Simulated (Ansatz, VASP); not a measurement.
## GaAs: VASP beside Ansatz

Wanted: the spread between two codes on one cell, functional and k mesh. The cell is taken from a series of runs on this material, whose earlier steps may have relaxed, scaled, displaced or heated it; both programs get it as it stands.

Method: plane waves, with VASP 6.6.1 beside it; relaxation of cell and atoms at r2SCAN, spin-orbit coupling, in Ansatz 0.2.0.

## Step 1: Starting point

The structure is cubic, space group F-43m (No. 216). Conventional cell: a = 5.665 Å, b = 5.665 Å, c = 5.665 Å, α = 90.00°, β = 90.00°, γ = 90.00°. Ga has 4 As at 2.45 Å nearest. As has 4 Ga at 2.45 Å nearest. Farther neighbours are not listed.

As a file:

```
Ga As
1.0
     0.00000    2.83248    2.83248
     2.83248    0.00000    2.83248
     2.83248    2.83248    0.00000
Ga As
1 1
Direct
  0.00000 0.00000 0.00000
  0.75000 0.75000 0.75000
```

## Step 2: VASP: relaxation of cell and atoms, r2SCAN, spin-orbit coupling, pair 1

The relaxed volume is the usual yardstick between codes: in a stiff, nearly cubic crystal its relative difference is about their pressure difference at one cell divided by the bulk modulus.

Lines of VASP's logs that name or quote its potential files are left out, and so is its time.

Input file INCAR:

```
SYSTEM = GaAs
PREC = Accurate
ENCUT = 550
EDIFF = 1E-07
NELM = 200
ISMEAR = 0
SIGMA = 0.01
LREAL = .FALSE.
ALGO = Normal
METAGGA = R2SCAN
LASPH = .TRUE.
LNONCOLLINEAR = .TRUE.
MAGMOM = 0 0 0 0 0 0
NBANDS = 30
GGA_COMPAT = .FALSE.
LSORBIT = .TRUE.
LORBIT = 11
LWAVE = .FALSE.
LCHARG = .FALSE.
ISIF = 3
IBRION = 2
NSW = 80
EDIFFG = -0.005
NELMIN = 4
EFERMI = MIDGAP
LMIXTAU = .TRUE.
KPAR = 2
```

Input file POSCAR:

```
GaAs
1.0
    0.0000000000      2.8324760000      2.8324760000
    2.8324760000      0.0000000000      2.8324760000
    2.8324760000      2.8324760000      0.0000000000
Ga As
1 1
Direct
    0.0000000000      0.0000000000      0.0000000000
    0.7500000000      0.7500000000      0.7500000000
```

Input file KPOINTS:

```
Automatic mesh
0
Gamma
6 6 6
0 0 0
```

Potentials, in the order of the species: Ga_d and As (PBE family, release 64).

The run is started by

```console
$ mpirun -np 2 vasp_ncl
```

Numbers of over 12 decimals in the logs are rounded to 6 here.

The log of the run:

```text
[banner, memory and clock lines left out]
running    2 mpi-ranks, on    1 nodes
 distrk:  each k-point on    1 cores,    2 groups
 distr:  one band on    1 cores,    1 groups

 POSCAR found type information on POSCAR GaAs
 POSCAR found :  2 types and       2 ions
|                                                                             |
|               ----> ADVICE to this user running VASP <----                  |
|                                                                             |
|     You enforced a specific xc type in the INCAR file but a different       |
|     [... a line on the potential file left out ...]
|     I HOPE YOU KNOW WHAT YOU ARE DOING!                                     |
|                                                                             |

 LDA part: xc-table for (None), standard interpolation
 POSCAR, INCAR and KPOINTS ok, starting setup
 FFT: planning ... GRIDC
 FFT: planning ... GRID_SOFT
 FFT: planning ... GRID
 WAVECAR not read
 entering main loop
       N       E                     dE             d eps       ncg     rms          rms(c)
DAV:   1     0.115407636474E+03    0.11541E+03   -0.87773E+03  1458   0.179E+03
DAV:   2    -0.109491964509E+02   -0.12636E+03   -0.11901E+03  1364   0.457E+02
DAV:   3    -0.285233031865E+02   -0.17574E+02   -0.17342E+02  1578   0.120E+02
DAV:   4    -0.291266665712E+02   -0.60336E+00   -0.60223E+00  1568   0.240E+01
DAV:   5    -0.291365581516E+02   -0.98916E-02   -0.98906E-02  1528   0.306E+00    0.317E+00
DAV:   6    -0.270057785075E+02    0.21308E+01   -0.54429E-01  1690   0.152E+01    0.192E+00
DAV:   7    -0.269994518539E+02    0.63267E-02   -0.29952E-01  1450   0.672E+00    0.869E-01
DAV:   8    -0.270242428233E+02   -0.24791E-01   -0.14412E-01  1344   0.490E+00    0.377E-01
DAV:   9    -0.268417641948E+02    0.18248E+00   -0.24582E-01  1326   0.455E+00    0.295E-01
DAV:  10    -0.269375154391E+02   -0.95751E-01   -0.90879E-02  1326   0.280E+00    0.957E-02
DAV:  11    -0.270523230216E+02   -0.11481E+00   -0.59641E-02  1320   0.198E+00    0.583E-02
DAV:  12    -0.270460989800E+02    0.62240E-02   -0.31954E-03  1672   0.578E-01    0.374E-02
DAV:  13    -0.270523625414E+02   -0.62636E-02   -0.21741E-03  1416   0.475E-01    0.262E-02
DAV:  14    -0.270528721332E+02   -0.50959E-03   -0.24554E-04  1620   0.162E-01    0.623E-03
DAV:  15    -0.270530294969E+02   -0.15736E-03   -0.89625E-05  1374   0.101E-01    0.730E-03
DAV:  16    -0.270530467135E+02   -0.17217E-04   -0.94340E-06  1606   0.366E-02    0.358E-03
DAV:  17    -0.270530490394E+02   -0.23259E-05   -0.25160E-06  1406   0.190E-02    0.167E-03
DAV:  18    -0.270530524161E+02   -0.33767E-05   -0.88284E-07  1376   0.118E-02    0.724E-04
DAV:  19    -0.270530525057E+02   -0.89595E-07   -0.31672E-08  1070   0.181E-03
   1 F= -.27053053E+02 E0= -.27053053E+02  d E =-.270531E+02  mag=    -0.0000    -0.0000    -0.0000
[...]
2 F= -.27053070E+02 E0= -.27053070E+02  d E =-.178139E-04  mag=     0.0000     0.0000     0.0000
[...]
3 F= -.27053085E+02 E0= -.27053085E+02  d E =-.328668E-04  mag=     0.0000     0.0000     0.0000
[...]
4 F= -.27053078E+02 E0= -.27053078E+02  d E =-.255379E-04  mag=    -0.0000    -0.0000     0.0000
 curvature:  -0.09 expect dE=-0.127E-05 dE for cont linesearch -0.127E-05
 ZBRENT: bisectioning
 opt :   0.6924  next Energy=   -27.053083 (dE=-0.310E-04)
 bond charge predicted
       N       E                     dE             d eps       ncg     rms          rms(c)
DAV:   1    -0.270531004742E+02   -0.22418E-04   -0.26469E-04  1732   0.317E-01    0.268E-02
DAV:   2    -0.270530872202E+02    0.13254E-04   -0.31272E-05  1808   0.117E-01    0.129E-02
DAV:   3    -0.270530837368E+02    0.34833E-05   -0.51037E-06  1734   0.475E-02    0.265E-03
DAV:   4    -0.270530834003E+02    0.33655E-06   -0.17315E-06  1400   0.187E-02    0.594E-04
DAV:   5    -0.270530835705E+02   -0.17025E-06   -0.15558E-07  1216   0.417E-03    0.576E-04
DAV:   6    -0.270530835581E+02    0.12408E-07   -0.37930E-09   768   0.713E-04
   5 F= -.27053084E+02 E0= -.27053084E+02  d E =-.310525E-04  mag=     0.0000     0.0000     0.0000
 curvature:  -0.39 expect dE=-0.118E-05 dE for cont linesearch -0.118E-05
 trial: gam=-0.13544 g(F)=  0.948E-45 g(S)=  0.299E-05 ort = 0.185E-04 (trialstep = 0.938E+00)
 search vector abs. value=  0.781E-07
 reached required accuracy - stopping structural energy minimisation
```

From OUTCAR (step 2):

```text
ion  position               nearest neighbor table
   1  0.000  0.000  0.000-   2 2.45   2 2.45   2 2.45   2 2.45
   2  0.750  0.750  0.750-   1 2.45   1 2.45   1 2.45   1 2.45

  LATTYP: Found a face centered cubic cell.
 ALAT       =     5.6649520000

 Subroutine GETGRP returns: Found 24 space group operations
 (whereof 24 operations were pure point group operations)

The static configuration has the point symmetry T_d .

 Found     22 irreducible k-points:

   k-points           NKPTS =     22   k-points in BZ     NKDIM =     22   number of bands    NBANDS=     30

   dimension x,y,z NGX =    32 NGY =   32 NGZ =   32
   dimension x,y,z NGXF=    64 NGYF=   64 NGZF=   64

   ENCUT  =  550.0 eV  40.42 Ry    6.36 a.u.   7.66  7.66  7.66*2*pi/ulx,y,z

   NELECT =      18.0000    total number of electrons

 k-points in reciprocal lattice and weights: Automatic mesh
   0.00000000  0.00000000  0.00000000       0.005
   0.16666667  0.00000000  0.00000000       0.019
  -0.16666667  0.00000000  0.00000000       0.019
   0.33333333  0.00000000  0.00000000       0.019
  -0.33333333  0.00000000  0.00000000       0.019
   0.50000000  0.00000000  0.00000000       0.019
   0.16666667  0.16666667  0.00000000       0.028
   0.33333333  0.16666667  0.00000000       0.056
  -0.33333333 -0.16666667  0.00000000       0.056
[...]
-0.33333333  0.33333333  0.16666667       0.111
  -0.33333333  0.50000000  0.16666667       0.056

 average (electrostatic) potential at core
       1 -71.3240       2 -54.9648

 E-fermi :   4.1305

 k-point     1 :       0.0000    0.0000    0.0000
  band No.  band energies     occupation
    ...
     14       3.3921      1.00000
     15       3.7186      1.00000
     16       3.7186      1.00000
     17       3.7186      1.00000
     18       3.7186      1.00000
     19       4.5425      0.00000
     20       4.5425      0.00000
     21       7.5220      0.00000
     22       7.5220      0.00000
     23       7.7051      0.00000
    ...

 k-point     2 :       0.1667    0.0000    0.0000
  band No.  band energies     occupation
    ...
     14       0.9134      1.00000
     15       3.1187      1.00000
     16       3.1187      1.00000
     17       3.3249      1.00000
     18       3.3282      1.00000
     19       5.5852      0.00000
     20       5.5852      0.00000
     21       8.1447      0.00000
     22       8.1447      0.00000
     23       8.2702      0.00000
    ...

 k-point     3 :      -0.1667    0.0000    0.0000
  band No.  band energies     occupation
    ...
     14       0.9134      1.00000
     15       3.1187      1.00000
     16       3.1187      1.00000
     17       3.3249      1.00000
     18       3.3282      1.00000
     19       5.5852      0.00000
     20       5.5852      0.00000
     21       8.1447      0.00000
     22       8.1447      0.00000
     23       8.2702      0.00000
    ...

  Total        0.0064279      0.0064279      0.0064279      0.0000000      0.0000000     -0.0000000
  in kB        0.2261456      0.2261456      0.2261456      0.0000000      0.0000000     -0.0000000
  external PRESSURE =       0.2261456 kB  Pullay stress =       0.0000000 kB

  energy-cutoff  :      550.00
  volume of cell :       45.54
      direct lattice vectors                 reciprocal lattice vectors
     0.000000000  2.834358592  2.834358592    -0.176406754  0.176406754  0.176406754
     2.834358592  0.000000000  2.834358592     0.176406754 -0.176406754  0.176406754
     2.834358592  2.834358592 -0.000000000     0.176406754  0.176406754 -0.176406754

 POSITION                                       TOTAL-FORCE (eV/Angst)
 -----------------------------------------------------------------------------------
      0.00000      0.00000      0.00000         0.000000      0.000000      0.000000
      4.25154      4.25154      4.25154        -0.000000     -0.000000     -0.000000
 -----------------------------------------------------------------------------------
    total drift:                                0.000001      0.000001      0.000001

  FREE ENERGIE OF THE ION-ELECTRON SYSTEM (eV)
  ---------------------------------------------------
  free  energy   TOTEN  =       -27.0530835581 eV

  energy  without entropy=      -27.0530835581  energy(sigma->0) =      -27.05308356

 reached required accuracy - stopping structural energy minimisation

 Spin-Orbit-Coupling matrix elements
 Ion:    1  E_soc:     -0.0113395
 Ion:    2  E_soc:     -0.0227471

 total charge
# of ion       s       p       d       tot
------------------------------------------
    1        0.844   0.789   9.998  11.632
    2        1.201   1.639   0.032   2.871
--------------------------------------------------
tot          2.046   2.428  10.030  14.503

 magnetization (x)
# of ion       s       p       d       tot
------------------------------------------
    1        0.000   0.000   0.000   0.000
    2        0.000   0.000  -0.000   0.000
--------------------------------------------------
tot          0.000   0.000  -0.000   0.000

 magnetization (y)
# of ion       s       p       d       tot
------------------------------------------
    1       -0.000   0.000   0.000  -0.000
    2        0.000  -0.000   0.000  -0.000
--------------------------------------------------
tot         -0.000  -0.000   0.000  -0.000

 magnetization (z)
# of ion       s       p       d       tot
------------------------------------------
    1        0.000   0.000   0.000   0.000
    2        0.000   0.000  -0.000   0.000
--------------------------------------------------
tot          0.000   0.000  -0.000   0.000

[... 3 further parts left out ...]
```

CONTCAR:

```
GaAs
   1.00000000000000
     0.0000000000000000    2.8343585921647940    2.8343585921647940
     2.8343585921647940    0.0000000000000000    2.8343585921647940
     2.8343585921647940    2.8343585921647940   -0.0000000000000000
  Ga              As
     1     1
Direct
     0.0000000000000000    0.0000000000000000    0.0000000000000000
     0.7500000000000000    0.7500000000000000    0.7500000000000000
```

[end of part 1 of 2]

[Lines on the potential files, build, host, timing and source positions are cut from VASP's logs without a mark.]

[Logs are printed without paths, hosts, clocks, repeated set-up lines and the standing remarks that a program may print on its own settings, such as how far it seeks lower states.]

[Hosts, paths, dates, database ids (printed as entryN), source tags and the programs' standing remarks are cut or masked in the printed files.]
